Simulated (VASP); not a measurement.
# Al4B3P (P-3m1) in VASP: notebook

One crystal, Al4B3P, is run at these levels: r2SCAN, PBE; tasks: single point, relaxation of cell and atoms.

All numbers are computed with VASP 6.6.1; they aren't measurements. Logs are shortened: lines on timing, memory, paths and dates and some standing lists are left out, and cuts for length are marked.

## 1. Starting point

It takes space group P-3m1 (No. 164, trigonal). The conventional cell has a = 3.509 Å, b = 3.509 Å, c = 9.612 Å, α = 90.00°, β = 90.00°, γ = 120.00°. Al (site symmetry 3m) is surrounded by 3 B at 2.51 Å and 3 P at 2.57 Å and 3 Al at 2.86 Å. Al (site symmetry 3m) has 6 B at 2.09 to 2.36 Å as nearest neighbours. B (site symmetry -3m) has 2 B at 1.74 Å as nearest neighbours. Around B (site symmetry 3m) lie 1 B at 1.74 Å. P (site symmetry -3m) has 6 Al at 2.57 Å as nearest neighbours.

The cell was built by a generator and needn't be a form met in nature.

## 2. Single point, r2SCAN

File INCAR:

```
PREC = Accurate
ENCUT = 520
EDIFF = 1E-6
ISMEAR = 0
SIGMA = 0.1
LREAL = F
LASPH = T
NELM = 150
ALGO = Normal
ISIF = 2
LWAVE = F
LCHARG = F
METAGGA = R2SCAN
LMIXTAU = T
KPAR = 8
```

File KPOINTS:

```
regular mesh
0
Gamma
  10 10 4
```

File POSCAR:

```
Al4B3P                                  
1.0
    3.5088328531      0.0000000000      0.0000000000
   -1.7544164265      3.0387383871      0.0000000000
    0.0000000000      0.0000000000      9.6116440098
  Al              B               P             
     4     3     1
Direct
     0.6666666699999979    0.3333333300000021    0.3354578386521823
     0.6666666699999979    0.3333333300000021    0.8739319486683428
     0.3333333300000021    0.6666666699999979    0.6645421613478177
     0.3333333300000021    0.6666666699999979    0.1260680513316572
     0.0000000000000000    0.0000000000000000    0.0000000000000000
     0.0000000000000000    0.0000000000000000    0.8194412652707612
     0.0000000000000000    0.0000000000000000    0.1805587347292388
     0.0000000000000000    0.0000000000000000    0.5000000000000000
```

Potentials or basis: VASP PAW PBE potentials, release 64 (Al, B, P).

The run is started by

```console
> cat potpaw_PBE.64/Al/POTCAR potpaw_PBE.64/B/POTCAR potpaw_PBE.64/P/POTCAR > POTCAR
> mpirun -np 8 vasp_std > vasp.out
```

OUTCAR:

```text
PREC = Accurate
   ENCUT = 520
   EDIFF = 1E-6
   ISMEAR = 0
   LREAL = F
   LASPH = T
   NELM = 150
   ISIF = 2
   METAGGA = R2SCAN

 ion  position               nearest neighbor table
   1  0.667  0.333  0.335-   7 2.51   7 2.51   7 2.51   8 2.57   8 2.57   8 2.57   4 2.86   4 2.86
                             4 2.86
   2  0.667  0.333  0.874-   6 2.09   6 2.09   6 2.09   5 2.36   5 2.36   5 2.36   3 2.86   3 2.86
                             3 2.86   4 3.16   4 3.16   4 3.16
   3  0.333  0.667  0.665-   6 2.51   6 2.51   6 2.51   8 2.57   8 2.57   8 2.57   2 2.86   2 2.86
                             2 2.86
   4  0.333  0.667  0.126-   7 2.09   7 2.09   7 2.09   5 2.36   5 2.36   5 2.36   1 2.86   1 2.86
                             1 2.86   2 3.16   2 3.16   2 3.16
   5  0.000  0.000  0.000-   6 1.74   7 1.74   2 2.36   4 2.36   4 2.36   2 2.36   2 2.36   4 2.36

   6  0.000  0.000  0.819-   5 1.74   2 2.09   2 2.09   2 2.09   3 2.51   3 2.51   3 2.51
   7  0.000  0.000  0.181-   5 1.74   4 2.09   4 2.09   4 2.09   1 2.51   1 2.51   1 2.51
   8  0.000  0.000  0.500-   1 2.57   3 2.57   3 2.57   1 2.57   1 2.57   3 2.57

  LATTYP: Found a hexagonal cell.
 ALAT       =     3.5088328531
 C/A-ratio  =     2.7392709805

  Lattice vectors:

 A1 = (   3.5088328531,   0.0000000000,   0.0000000000)
 A2 = (  -1.7544164265,   3.0387383871,   0.0000000000)
 A3 = (   0.0000000000,   0.0000000000,   9.6116440098)

Analysis of symmetry for initial positions (statically):
=====================================================================
 Subroutine PRICEL returns:
 Original cell was already a primitive cell.

 Routine SETGRP: Setting up the symmetry group for a
 hexagonal supercell.

 Subroutine GETGRP returns: Found 12 space group operations
 (whereof 12 operations were pure point group operations)
 out of a pool of 24 trial point group operations.

The static configuration has the point symmetry D_3d.

Analysis of symmetry for dynamics (positions and initial velocities):
=====================================================================
 Subroutine PRICEL returns:
 Original cell was already a primitive cell.

 Routine SETGRP: Setting up the symmetry group for a
 hexagonal supercell.

 Subroutine GETGRP returns: Found 12 space group operations
 (whereof 12 operations were pure point group operations)
 out of a pool of 24 trial point group operations.

The dynamic configuration has the point symmetry D_3d.

 Subroutine INISYM returns: Found 12 space group operations
 (whereof 12 operations are pure point group operations),
 and found     1 'primitive' translations

----------------------------------------------------------------------------------------

                                     Primitive cell

  volume of cell :     102.4834

  direct lattice vectors                    reciprocal lattice vectors
     3.508832853  0.000000000  0.000000000     0.284995052  0.164541970  0.000000000
    -1.754416426  3.038738387  0.000000000     0.000000000  0.329083940  0.000000000
     0.000000000  0.000000000  9.611644010     0.000000000  0.000000000  0.104040474

  length of vectors
     3.508832853  3.508832852  9.611644010     0.329083940  0.329083940  0.104040474

  position of ions in fractional coordinates (direct lattice)
     0.666666670  0.333333330  0.335457839
     0.666666670  0.333333330  0.873931949
     0.333333330  0.666666670  0.664542161
     0.333333330  0.666666670  0.126068051
     0.000000000  0.000000000  0.000000000
     0.000000000  0.000000000  0.819441265
     0.000000000  0.000000000  0.180558735
     0.000000000  0.000000000  0.500000000

  ion indices of the primitive-cell ions
   primitive index   ion index
                 1           1
                 2           2
                 3           3
                 4           4
                 5           5
                 6           6
                 7           7
                 8           8

----------------------------------------------------------------------------------------

 KPOINTS: regular mesh

Automatic generation of k-mesh.
 Grid dimensions read from file:
 generate k-points for:   10   10    4

 Generating k-lattice:

  Cartesian coordinates                     Fractional coordinates (reciprocal lattice)
     0.028499505  0.016454197  0.000000000     0.100000000 -0.000000000  0.000000000
     0.000000000  0.032908394  0.000000000     0.000000000  0.100000000  0.000000000
     0.000000000  0.000000000  0.026010119     0.000000000  0.000000000  0.250000000

  Length of vectors
     0.032908394  0.032908394  0.026010119

  Shift w.r.t. Gamma in fractional coordinates (k-lattice)
     0.000000000  0.000000000  0.000000000

 Subroutine IBZKPT returns following result:
 ===========================================

 Found     50 irreducible k-points:

 Following reciprocal coordinates:
            Coordinates               Weight
  0.000000  0.000000  0.000000      1.000000
  0.100000  0.000000  0.000000      6.000000
  0.200000  0.000000  0.000000      6.000000
  0.300000 -0.000000  0.000000      6.000000
  0.400000  0.000000  0.000000      6.000000
  0.500000  0.000000  0.000000      3.000000
[... 16 lines left out ...]
  0.000000  0.400000  0.250000      6.000000
  0.500000  0.000000  0.250000      6.000000
 [... further k-points ...]
   k-points           NKPTS =     50   k-points in BZ     NKDIM =     50   number of bands    NBANDS=     18
   number of dos      NEDOS =    301   number of ions     NIONS =      8
   total plane-waves  NPLWV =  56448
   dimension x,y,z NGX =    28 NGY =   28 NGZ =   72
   dimension x,y,z NGXF=    56 NGYF=   56 NGZF=  144
   ions per type =               4   3   1
   NGX,Y,Z   is equivalent  to a cutoff of  13.27, 13.27, 12.45 a.u.
   NGXF,Y,Z  is equivalent  to a cutoff of  26.53, 26.53, 24.91 a.u.
 SYSTEM =  unknown system
   PREC   = accura    normal or accurate (medium, high low for compatibility)
   ISTART =      0    job   : 0-new  1-cont  2-samecut
   ICHARG =      2    charge: 1-file 2-atom 10-const
   ISPIN  =      1    spin polarized calculation?
   LNONCOLLINEAR =      F non collinear calculations
   LSORBIT =      F    spin-orbit coupling
   LASPH  =      T    aspherical Exc in radial PAW
   ENCUT  =  520.0 eV  38.22 Ry    6.18 a.u.   6.52  6.52 17.87*2*pi/ulx,y,z
   NELM   =    150;   NELMIN=  2; NELMDL= -5     # of ELM steps
   EDIFF  = 0.1E-05   stopping-criterion for ELM
   LREAL  =      F    real-space projection
[... 7 lines left out ...]
   TEBEG  =    0.0;   TEEND  =   0.0 temperature during run
   PSTRESS=    0.0 pullay stress
   NELECT =      26.0000    total number of electrons
   NUPDOWN=      -1.0000    fix difference up-down
   EMIN   =  10.00;   EMAX   =-10.00  energy-range for DOS
   EFERMI =   0.00;   METHOD = LEGACY
   ISMEAR =     0;   SIGMA  =   0.10  broadening in eV -4-tet -1-fermi 0-gaus
   EFERMI_NEDOS =   21; number of points for ismear=-14 and -15
   IALGO  =     38    algorithm
   IMIX   =      4    mixing-type and parameters
     AMIX     =   0.40;   BMIX     =  1.00
     AMIX_MAG =   1.60;   BMIX_MAG =  1.00
  volume/ion in A,a.u.               =      12.81        86.45
  Fermi-wavevector in a.u.,A,eV,Ry     =   1.036370  1.958455 14.613504  1.074062
  Thomas-Fermi vector in A             =   2.170757
   LORBIT       =      0    0 simple, 1 ext, 2 COOP (PROOUT), +10 PAW based schemes
   METAGGA = R2SCAN    functional components
   LHFCALC =     F    Hartree Fock is set to
   AEXX    =    0.0000 exact exchange contribution
   IVDW    =     0    specifies the selected vdW correction
   LEPSILON=     F    determine dielectric tensor
   LRPA    =     F    only Hartree local field effects (RPA)
 non-spin polarized calculation
 Gauss-broadening in eV      SIGMA  =   0.10
  energy-cutoff  :      520.00
  volume of cell :      102.48
 maximum number of plane-waves:      2819
 NGX is ok and might be reduce to    28

 number of electron      26.0000000 magnetization

 Free energy of the ion-electron system (eV)
  ---------------------------------------------------
  ext. energy  EPLUGINS =         0.00000000
  ---------------------------------------------------
  free energy    TOTEN  =       -57.07827912 eV

  energy without entropy =      -57.07140436  energy(sigma->0) =      -57.07484174

 E-fermi :   7.6625     XC(G=0): -11.1917

 val. band max:        7.6482216066   @ k =   0.1000   0.0000   0.0000
 cond. band min:       7.6650028872   @ k =   0.4000   0.2000   0.0000
 fundamental gap:      0.0167812805
 Fermi energy:         7.6625469463

 k-point     1 :       0.0000    0.0000    0.0000
  band No.  band energies     occupation
      1      -6.3990      2.00000
      2      -5.1301      2.00000
      3      -4.3397      2.00000
      4       0.0011      2.00000
      5       0.3384      2.00000
      6       5.3054      2.00000
[... 10 lines left out ...]
     17      11.6653      0.00000
     18      11.6653      0.00000

 k-point     2 :       0.1000    0.0000    0.0000
  band No.  band energies     occupation
      1      -6.2575      2.00000
      2      -4.9940      2.00000
      3      -4.1980      2.00000
      4       0.1340      2.00000
      5       0.4590      2.00000
      6       4.4957      2.00000
[... 10 lines left out ...]
     17      11.6038      0.00000
     18      11.8931      0.00000

 k-point     3 :       0.2000    0.0000    0.0000
  band No.  band energies     occupation
      1      -5.8400      2.00000
      2      -4.5962      2.00000
      3      -3.7797      2.00000
      4       0.5104      2.00000
      5       0.7997      2.00000
      6       2.9053      2.00000
[... 412 lines left out ...]
 k-point    23 :       0.0000    0.4000    0.2500
  band No.  band energies     occupation
      1      -4.3299      2.00000
      2      -3.4535      2.00000
      3      -2.0614      2.00000
      4      -0.4513      2.00000
      5       0.8220      2.00000
      6       1.2839      2.00000
[... 10 lines left out ...]
     17       9.8700      0.00000
     18      10.7056      0.00000

 k-point    24 :       0.5000    0.0000    0.2500
  band No.  band energies     occupation
      1      -3.8444      2.00000
      2      -3.0455      2.00000
      3      -1.6088      2.00000
      4      -1.1430      2.00000
      5       0.2208      2.00000
      6       1.5485      2.00000
[... 10 lines left out ...]
     17       9.5693      0.00000
     18      10.7324      0.00000

 [... further k-points ...]
[... 5 lines left out ...]
  --------------------------------------------------------------------------------------
  -------------------------------------------------------------------------------------
  Total       -1.2390401     -1.2390401     -0.9587683     -0.0000000     -0.0000000      0.0000000
  in kB      -19.3705650    -19.3705649    -14.9889289     -0.0000000     -0.0000000      0.0000000
  external PRESSURE =     -17.9100196 kB  Pullay stress =       0.0000000 kB

 VOLUME and BASIS-vectors are now :
 -----------------------------------------------------------------------------
  energy-cutoff  :      520.00
  volume of cell :      102.48
      direct lattice vectors                 reciprocal lattice vectors
     3.508832853  0.000000000  0.000000000     0.284995052  0.164541970  0.000000000
    -1.754416426  3.038738387  0.000000000     0.000000000  0.329083940  0.000000000
     0.000000000  0.000000000  9.611644010     0.000000000  0.000000000  0.104040474

 POSITION                                       TOTAL-FORCE (eV/Angst)
 -----------------------------------------------------------------------------------
      1.75442      1.01291      3.22430        -0.000000     -0.000000      0.041265
      1.75442      1.01291      8.39992         0.000000     -0.000000     -0.035628
     -0.00000      2.02583      6.38734         0.000000      0.000000     -0.041265
     -0.00000      2.02583      1.21172        -0.000000      0.000000      0.035628
      0.00000      0.00000      0.00000        -0.000000      0.000000      0.000000
      0.00000      0.00000      7.87618        -0.000000     -0.000000     -0.008603
      0.00000      0.00000      1.73547        -0.000000      0.000000      0.008603
      0.00000      0.00000      4.80582        -0.000000      0.000000      0.000000
 -----------------------------------------------------------------------------------
    total drift:                               -0.000000     -0.000000     -0.000000

  FREE ENERGIE OF THE ION-ELECTRON SYSTEM (eV)
  ---------------------------------------------------
  free  energy   TOTEN  =       -57.0782791155 eV

  energy  without entropy=      -57.0714043591  energy(sigma->0) =      -57.07484174
```

Run time: 58 s. Hardware: 8 MPI ranks of AMD EPYC 9R45 (Zen 5), shared host; peak memory 0.29 GiB.

What came out:

| Property | Result |
| --- | --- |
| Free energy | -57.0783 eV |
| Pressure | -1.8 GPa |
| Largest force | 0.041 eV/Å |
| Band gap on the k mesh | none (metal or under the smearing width) |

Forces in eV/Å, atoms in the order of the input:
```
Al   0.000  0.000  0.041
Al   0.000  0.000 -0.036
Al   0.000  0.000 -0.041
Al   0.000  0.000  0.036
B    0.000  0.000  0.000
B    0.000  0.000 -0.009
B    0.000  0.000  0.009
P    0.000  0.000  0.000
```

Caveat: the PAW data sets were made with another functional, which shifts forces and pressure a little.

## 3. Relaxation of cell and atoms, PBE

This run uses another cell than the first one: it holds 16 atoms, not 8.

File INCAR:

```
SYSTEM = Al4B3P
ALGO = Normal
EDIFF = 1E-6
EDIFFG = -0.01
ENCUT = 520
GGA = PE
IBRION = 2
ISIF = 3
ISMEAR = 0
KPAR = 8
LASPH = .True.
LCHARG = .False.
LREAL = .False.
LWAVE = .False.
NELM = 120
NSW = 90
PREC = Accurate
SIGMA = 0.1
```

File KPOINTS:

```
k-points
0
Gamma
  12 12 2
  0 0 0
```

File POSCAR:

```
Al4B3P
1.0
    3.0578676400      0.0000000000      0.0000000000
   -1.5289338200      2.6481910500      0.0000000000
    0.0000000000      0.0000000000     23.7650000000
Al B P
8 6 2
Direct
    0.6666666700      0.3333333300      0.3537976000
    0.0000000000      0.0000000000      0.7933936500
    0.0000000000      0.0000000000      0.2066063500
    0.0000000000      0.0000000000      0.9308226400
    0.0000000000      0.0000000000      0.0691773600
    0.3333333300      0.6666666700      0.6462024000
    0.3333333300      0.6666666700      0.4515043100
    0.6666666700      0.3333333300      0.5484956900
    0.6666666700      0.3333333300      0.8635388200
    0.3333333300      0.6666666700      0.8613928000
    0.3333333300      0.6666666700      0.1364611800
    0.6666666700      0.3333333300      0.1386072000
    0.3333333300      0.6666666700      0.9999579200
    0.6666666700      0.3333333300      0.0000420800
    0.3333333300      0.6666666700      0.2786871400
    0.6666666700      0.3333333300      0.7213128600
```

Potentials or basis: VASP PAW PBE potentials, release 64 (Al, B, P).

The run is started by

```console
> cat potpaw_PBE.64/Al/POTCAR potpaw_PBE.64/B/POTCAR potpaw_PBE.64/P/POTCAR > POTCAR
> mpirun -np 8 vasp_std > vasp.out
```

Run time: 6.6 min. Hardware: 8 MPI ranks of AMD EPYC 9R45 (Zen 5), shared host; peak memory 0.47 GiB.

The run converged. Its results:

```yaml
Free_energy: -80.5025 eV
Relaxed_volume: 11.90 Å³/atom
Relaxed_cell: a = 3.039 Å, b = 3.039 Å, c = 23.812 Å, α = 90.00°, β = 90.00°, γ = 120.00°
Space_group_after_relaxing_to_0.05_Å: P-3m1 (No. 164)
Energy_gained_by_relaxing: 5.4 meV/atom
Ionic_steps: 21
Pressure_after_relaxing: 0.0 GPa
Largest_force_after_relaxing: 0.007 eV/Å
Band_gap_on_the_k_mesh: none (metal or under the smearing width)
```

Forces in eV/Å, atoms in the order of the input:
```
Al   0.000  0.000  0.007
Al   0.000  0.000 -0.003
Al   0.000  0.000  0.003
Al   0.000  0.000  0.004
Al   0.000  0.000 -0.004
Al   0.000  0.000 -0.007
Al   0.000  0.000  0.000
Al   0.000  0.000  0.000
B    0.000  0.000 -0.001
B    0.000  0.000  0.005
B    0.000  0.000  0.001
B    0.000  0.000 -0.005
B    0.000  0.000 -0.003
B    0.000  0.000  0.003
P    0.000  0.000  0.001
P    0.000  0.000 -0.001
```

The path:
| step | energy change (eV) | largest force (eV/Å) | pressure (GPa) | volume (Å³) |
| --- | --- | --- | --- | --- |
| 1 | 0.0000 | 0.4446 | -0.16 | 192.44 |
| 2 | -0.0271 | 0.3803 | -0.08 | 192.10 |
| 3 | -0.0472 | 0.2619 | 0.08 | 191.58 |
| 4 | -0.0480 | 0.2351 | 0.13 | 191.44 |
| 5 | -0.0649 | 0.1218 | -0.10 | 191.42 |
| 6 | -0.0697 | 0.1271 | -0.29 | 191.41 |
| 7 | -0.0753 | 0.1070 | 0.10 | 190.71 |
| 8 | -0.0767 | 0.0905 | 0.44 | 190.12 |
| 9 | -0.0801 | 0.0529 | -0.06 | 190.83 |
| 10 | -0.0802 | 0.0524 | -0.12 | 190.91 |
| 11 | -0.0814 | 0.0485 | -0.02 | 190.74 |
| 12 | -0.0819 | 0.0674 | 0.11 | 190.52 |
| 13 | -0.0828 | 0.0638 | 0.08 | 190.55 |
| 14 | -0.0845 | 0.0530 | -0.03 | 190.64 |
| 15 | -0.0841 | 0.0823 | -0.24 | 190.80 |
| 16 | -0.0849 | 0.0478 | -0.12 | 190.71 |
| 17 | -0.0856 | 0.0371 | 0.04 | 190.44 |
| 18 | -0.0856 | 0.0336 | 0.09 | 190.35 |
| 19 | -0.0859 | 0.0163 | -0.01 | 190.49 |
| 20 | -0.0859 | 0.0138 | -0.04 | 190.54 |
| 21 | -0.0859 | 0.0070 | 0.01 | 190.46 |

Final structure:
```
CELL_PARAMETERS angstrom
3.03902 0.00000 0.00000
-1.51951 2.63187 0.00000
0.00000 0.00000 23.81198
ATOMIC_POSITIONS crystal
Al 0.66667 0.33333 0.36023
Al 0.00000 0.00000 0.79239
Al 0.00000 0.00000 0.20761
Al 0.00000 0.00000 0.93062
Al 0.00000 0.00000 0.06938
Al 0.33333 0.66667 0.63977
Al 0.33333 0.66667 0.45356
Al 0.66667 0.33333 0.54644
B 0.66667 0.33333 0.86299
B 0.33333 0.66667 0.86038
B 0.33333 0.66667 0.13701
B 0.66667 0.33333 0.13962
B 0.33333 0.66667 0.99936
B 0.66667 0.33333 0.00064
P 0.33333 0.66667 0.28179
P 0.66667 0.33333 0.71821
```

Levels at points of the mesh, in eV from the Fermi level:
```
           k point  band 22  band 23  band 24  band 25  band 26  band 27  band 28  band 29  band 30  band 31
(0.00, 0.00, 0.00)     2.14     2.30     2.42     2.42     2.42     2.42     3.50     3.50     3.86     3.86
(0.50, 0.00, 0.00)    -2.91    -2.83    -1.89    -1.62    -1.21    -0.36    -0.19    -0.19     0.48     0.93
(0.00, 0.00, 0.50)     0.73     2.42     2.42     2.42     2.42     3.50     3.50     3.86     3.86     3.91
(0.50, 0.00, 0.50)    -2.83    -2.74    -2.06    -1.66    -0.86    -0.55    -0.19    -0.19     0.17     1.43
```
